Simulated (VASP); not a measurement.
```xyz
3
Lattice="1.7878 -3.0966 0.0000 1.7878 3.0966 0.0000 0.0000 0.0000 5.6991" Properties=species:S:1:pos:R:3 pbc="T T T"
Zr     1.7878     3.0966     0.0000
S      1.7878     1.0322     1.4252
S      1.7878    -1.0322     4.2739
```

These are PBE GGA with D4 dispersion, VASP's PBE PAW potentials (set 64) (plane waves; VASP) values and carry that method's errors. Run with 520 eV cut-off, 7×7×4 Γ-centred mesh, Gaussian smearing of 0.050 eV, potentials Zr_sv S.

Problem. The ions and cell shape at fixed volume are relaxed. What does this cell relax into?

Solution. 
```xyz
3
Lattice="1.8053 -3.1268 0.0000 1.8053 3.1268 0.0000 0.0000 0.0000 5.5894" Properties=species:S:1:pos:R:3 pbc="T T T"
Zr     0.0000     0.0000     5.5894
S      1.8053     1.0423     1.4635
S      1.8053    -1.0423     4.1258
```
Space group P-3m1 (164), at a tolerance of 0.03 Å.

Problem. How much energy does the relaxation gain?

Solution. The energy (σ→0) changes by -18.1 meV/atom, in 5 ionic steps.

The compound is ZrS2 in the 1T layered structure. This cell is one point of a volume scan, at 0.94 of the reference volume. Symmetry was kept, so distortions that lower it aren't found.
